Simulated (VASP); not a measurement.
Input:

```
Ta
1.0
   -1.63999     1.63999     1.63999
    1.63999    -1.63999     1.63999
    1.63999     1.63999    -1.63999
Ta
1
Cartesian
  0.00000   0.00000   0.00000
```

The numbers are results of AM05 GGA, VASP's PBE PAW potentials (set 64) (plane waves; VASP), not measurements. Numerical set-up: 520 eV cut-off, 17×17×17 Γ-centred mesh, tetrahedra with Blöchl corrections, potentials Ta_pv.

Unless said otherwise, spin-orbit coupling is left out, though it shifts the bands of the heavy elements here.

### Question
Predict the energy per atom (σ→0), band gap (on the k-mesh) with the smallest direct gap where there is one.

### Answer

```json
{
 "band gap (on the k-mesh)": "none (metal, semimetal or under 0.01 eV)",
 "energy per atom (σ→0)": "-1189.3 kJ/mol of atoms"
}
```

Only differences to runs with the same potentials and settings are physical.

The compound is Ta in the bcc structure. It was relaxed first.
